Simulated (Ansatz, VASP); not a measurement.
**HfTeS in two plane-wave programs**

Aim: how closely do two programs agree when they are given the same cell, functional and k mesh? The cell is taken from a series of runs on this material, whose earlier steps may have relaxed, scaled, displaced or heated it; both programs get it as it stands.

Program: Ansatz 0.2.0. Level of theory: plane waves, with VASP 6.6.1 beside it; PBEsol. Results are calculated unless marked as measured.

## (1) The structure

The cell holds 3 atoms: 1 Hf, 1 S and 1 Te. Its edges and angles: a = 3.622 Å, b = 3.622 Å, c = 30.000 Å, α = 90.0°, β = 90.0°, γ = 120.0°. Vacuum lies along c.

## (2) Ansatz: zone-centre phonons, PBEsol

Ansatz runs on its PAW soft_1 files.

Second derivatives magnify differences that forces hide, and they need a tight electronic threshold.

input.yaml

```yaml
crystal:
  lattice:
    - [3.6223656772, 0.0, 0.0]
    - [-1.8111828386, 3.1370606982, 0.0]
    - [0.0, 0.0, 30.0]
  atoms:
    - { symbol: Hf, position: [0.0, 0.0, 0.3388275869] }
    - { symbol: S, position: [0.3333333333, 0.6666666667, 0.3842126323] }
    - { symbol: Te, position: [0.6666666667, 0.3333333333, 0.2736264473] }
  periodic: [true, true, false]
kpoints:
  mp_grid: { grid: [15, 15, 1] }
hamiltonian:
  xc: pbesol
  pseudopotentials: { kind: paw, azcp: { folder: soft_1 }, xc_functional: pbe }
scf:
  occupations: { method: methfessel_paxton, width: 0.2 }
output:
  eigenvalues: true
phonons:
  method: dfpt
```

Started as:

```console
$ ansatz run input.yaml --threads 8 --pin off --max-ram 16384MiB --backend cpu --events-out ev --progress --plain --runs-dir out
```

Numbers of over 12 decimals in the logs are rounded to 6 here.

What it wrote:

```text
Engine: ansatz 0.2.0, aarch64-unknown-linux-gnu
Pseudopotentials: kind: paw
Pseudopotential: Hf, paw, valence charge 26, recommended cutoff 420 eV (normal), soft_1/Hf.paw.azcp
Pseudopotential: S, paw, valence charge 6, recommended cutoff 420 eV (normal), soft_1/S.paw.azcp
Pseudopotential: Te, paw, valence charge 16, recommended cutoff 420 eV (normal), soft_1/Te.paw.azcp
Functional definition: PBEsol
  exchange = pbesol_x
  correlation = pbesol_c
Crystal: 3 atoms, lattice volume = 340.907 Å³
Basis set: ecut = 420 eV, 6593 PW (Γ), exchange–correlation on 50×50×432 points (8 copies of the dense FFT grid, shifted against one another)
Bands: 29, of which v1, the nominal top of the filled ones, is band 24 counted from 1 (23 counted from 0)
Symmetry: 6 space group operations
k-points: 64 of 225 (irreducible under 2 space group operations, time reversal used)
Non-local potential: Hf, projectors of the file, l = 0: 3, l = 1: 2, l = 2: 2, l = 3: 3
Non-local potential: S, projectors of the file, l = 0: 2, l = 1: 2, l = 2: 1
Non-local potential: Te, projectors of the file, l = 0: 2, l = 1: 2, l = 2: 2, l = 3: 1
PAW form: soft (Blöchl's): semilocal exchange-correlation on the pseudo side does not see the compensation charge
PAW frozen core: Hf, regenerated for the run's functional, and the local potential with it (the file was generated under x = pbe(κ = 0.804, μ = 0.219515), c = pbe(β = 0.066725))
PAW frozen core: S, regenerated for the run's functional, and the local potential with it (the file was generated under x = pbe(κ = 0.804, μ = 0.219515), c = pbe(β = 0.066725))
PAW frozen core: Te, regenerated for the run's functional, and the local potential with it (the file was generated under x = pbe(κ = 0.804, μ = 0.219515), c = pbe(β = 0.066725))
PAW one-centre angular grid: Hf, 590 points (default); XC on 64 Gauss nodes
PAW one-centre angular grid: S, 110 points (default); XC on 64 Gauss nodes
PAW one-centre angular grid: Te, 590 points (default); XC on 64 Gauss nodes
Initial density: superposition of atomic densities (neutral atoms: chi_scale 0, normalization atom)
Initial wavefunctions: pseudopotential atomic-orbital guess
Functional: x = pbesol(κ = 0.804, μ = 0.123457), c = pbesol(β = 0.046)
SCF iter   1: F=—  HF=-23389.250868 eV  |F-HF|=—  |Δ(HF+E_count)|=         —  Δρ=1.72e-2  dr2=1.71e0  ethr=3.10e-3  ⟨swp⟩=13.3  Hψ=12886  notcnv=0
preconditioner: auto → LDOS  [insulator: Δε(μ)=0.127 eV  Ē_g=11.427 eV  σ=0.200 eV  W_gap=0.50  n_scr=18 (ndim 8)  ℏωp=11.0 eV  f_vac=0.757  D(μ)=0.82/eV (n_scr^D=6)  ε∞_Penn≈1.9  β→1.0]
SCF iter   2: F=—  HF=-23389.319224 eV  |F-HF|=—  |Δ(HF+E_count)|=   6.84e-2  S|Δr|=    0.00e0  Δρ=1.46e-2  dr2=2.87e0  ethr=3.10e-3  ⟨swp⟩=4.4  Hψ=5019  notcnv=0  defer=11
SCF iter   3: F=—  HF=-23388.795935 eV  |F-HF|=—  |Δ(HF+E_count)|=   5.23e-1  S|Δr|=    0.00e0  Δρ=3.41e-3  dr2=3.40e-1  ethr=3.10e-3  ⟨swp⟩=4.0  Hψ=5305  notcnv=0  defer=11
SCF iter   4: F=—  HF=-23388.756003 eV  |F-HF|=—  |Δ(HF+E_count)|=   3.99e-2  S|Δr|=    0.00e0  Δρ=1.31e-3  dr2=7.72e-3  ethr=7.09e-4  ⟨swp⟩=2.9  Hψ=3246  notcnv=0  defer=10
SCF iter   5: F=—  HF=-23388.758567 eV  |F-HF|=—  |Δ(HF+E_count)|=   2.56e-3  S|Δr|=    0.00e0  Δρ=7.18e-4  dr2=1.57e-3  ethr=1.61e-5  ⟨swp⟩=3.1  Hψ=4266  notcnv=0  defer=10
SCF iter   6: F=—  HF=-23388.757563 eV  |F-HF|=—  |Δ(HF+E_count)|=   1.00e-3  S|Δr|=    0.00e0  Δρ=2.85e-4  dr2=4.20e-4  ethr=3.28e-6  ⟨swp⟩=2.5  Hψ=3590  notcnv=0  defer=10
SCF iter   7: F=—  HF=-23388.757484 eV  |F-HF|=—  |Δ(HF+E_count)|=   7.92e-5  S|Δr|=    0.00e0  Δρ=6.74e-5  dr2=1.99e-5  ethr=8.74e-7  ⟨swp⟩=3.0  Hψ=3738  notcnv=0  defer=10
SCF iter   8: F=—  HF=-23388.757486 eV  |F-HF|=—  |Δ(HF+E_count)|=   2.37e-6  S|Δr|=    0.00e0  Δρ=1.82e-5  dr2=5.58e-7  ethr=4.14e-8  ⟨swp⟩=3.1  Hψ=4328  notcnv=0  defer=10
SCF iter   9: F=—  HF=-23388.757565 eV  |F-HF|=—  |Δ(HF+E_count)|=   7.95e-5  S|Δr|=    0.00e0  Δρ=4.70e-6  dr2=1.20e-7  ethr=1.16e-9  ⟨swp⟩=3.6  Hψ=4632  notcnv=0  defer=10
SCF iter  10: F=—  HF=-23388.757566 eV  |F-HF|=—  |Δ(HF+E_count)|=   1.58e-7  S|Δr|=    0.00e0  Δρ=1.23e-6  dr2=4.14e-9  ethr=2.49e-10  ⟨swp⟩=2.9  Hψ=3832  notcnv=0  defer=10
SCF iter  11: F=—  HF=-23388.757566 eV  |F-HF|=—  |Δ(HF+E_count)|=   2.29e-8  S|Δr|=    0.00e0  Δρ=3.98e-7  dr2=5.24e-10  ethr=8.62e-12  ⟨swp⟩=3.2  Hψ=4310  notcnv=0  defer=10
SCF iter  12: F=—  HF=-23388.757566 eV  |F-HF|=—  |Δ(HF+E_count)|=   6.29e-9  S|Δr|=    0.00e0  Δρ=1.20e-7  dr2=2.75e-11  ethr=1.09e-12  ⟨swp⟩=3.2  Hψ=3875  notcnv=0  defer=10
SCF iter  13: F=-23388.757566 eV  HF=-23388.757566 eV  |F-HF|=2.33e-10  |Δ(HF+E_count)|=   2.68e-9  S|Δr|=    0.00e0  Δρ=3.14e-8  dr2=4.82e-12  ethr=1.00e-12  ⟨swp⟩=17.1  Hψ=15242  notcnv=0
SCF 1 converged in 13 iterations: F = -23388.757566 eV  dr2 = 4.82e-12
  greatest PAW one-centre occupation: 0.998 electrons in one spin orbital (limit 2), on the Te atom at site 2 (counted from 0), in its partial waves of l = 2
DFPT response loops at Γ: preconditioner auto → none (partly filled bands, converged f_vac=0.765); β = 0.50; Broyden in place of MSR1
SCF converged after 13 iterations
Stability not checked: this state was not tested for a lower state beside it, because cold or Methfessel-Paxton smearing, or corrected tetrahedra, fill the levels in a way that the test cannot read (fill_not_monotonic; see scf.lower_state_search)
Free energy (F): -23388.757566 eV
Harris-Foulkes:  -23388.757566 eV  (|F-HF|=2.33e-10)
Internal energy: -23388.757992 eV  (E = F + TS)
E sigma→0 (E₀):  -23388.757672 eV
Entropy (-TS):   0.000426 eV (0.142 meV/atom)
Fermi energy:    -4.704655 eV
--- Per-component energies (eV) ---
  E_band       = -1168.233071
  E_kinetic    = 687.542622
  E_local      = -120457.734985  (includes V_loc(G=0)·N_el)
  E_nonlocal   = 170.646950
  E_hartree    = 59670.278262
  E_xc         = -474.418551
  E_vxc        = -439.496922  (∫ρ·V_xc dr)
  E_paw        = -12763.358338  (= ΣΔE_a)
  E_vpaw       = -469.747131  (= ΣTr[D̂ρ^β])
  E_aug_tail   = 0.000185  (compensation charges beyond the density's cutoff)
  E_ewald      = 49776.598045
  E_core_change = 1.687817  (= ΣΔE_core)
  E_smearing   = 0.000426  (= −TS)
  E_closure    = 0.000000  (closes the sum)
  Σ components = -23388.757566   (vs F -23388.757566, Δ=0.00e0)
--- Band table (eV; the first three rows and the last of 64) ---
  k-point 0: bands = [... 20 lower, -8.1332, -7.1336, -4.0589, -4.0589, -3.6890, -3.6890, -3.3712, -1.1063, ... 1 higher]
  k-point 1: bands = [... 20 lower, -8.1189, -6.9875, -4.7223, -4.4052, -3.6277, -3.3289, -3.1252, -0.9521, ... 1 higher]
  k-point 2: bands = [... 20 lower, -8.0851, -6.7874, -5.7120, -4.8247, -3.7949, -2.8812, -2.8677, -1.0126, ... 1 higher]
  k-point 63: bands = [... 20 lower, -8.5242, -8.1435, -7.2023, -6.8219, -3.7863, -2.8291, -1.4639, -0.8383, ... 1 higher]
--- Phonons (Γ-DFPT): 6 representative perturbations + reference, on 64 of 225 k-points (Σ response iterations 31) ---
  k mesh reduced under 2 symmetry operations, with k and −k counted as one. Each operation leaves every solved perturbation unchanged. A smaller set is not used because it would not reduce the number of displacements times k-points to solve
  ASR residual: 6.920e-5 → 0.000e0 eV/Å²; symmetrization residual: 5.089e-5 eV/Å²
  ASR residual per site (eV/Å²): 3.53e-5 2.24e-5 6.92e-5
  Γ frequencies (cm⁻¹): 0.00 0.00 0.00 93.49 93.49 179.89 240.47 240.47 315.24
  non-analytic LO–TO correction: not included (Born effective charges unavailable; polar crystals: no LO–TO splitting at Γ)
```

Reading the cycles: dr2 is the Hartree energy of the density residual (eV), the measure of convergence; HF is the Harris–Foulkes estimate of the energy, which meets the free energy F at convergence.

(Continued in part 2 of 2.)

[Lines on the potential files, build, host, timing and source positions are cut from VASP's logs without a mark.]

[Logs are printed without paths, hosts, clocks, repeated set-up lines and the standing remarks that a program may print on its own settings, such as how far it seeks lower states.]

[Hosts, paths, dates, database ids (printed as entryN), source tags and the programs' standing remarks are cut or masked in the printed files.]
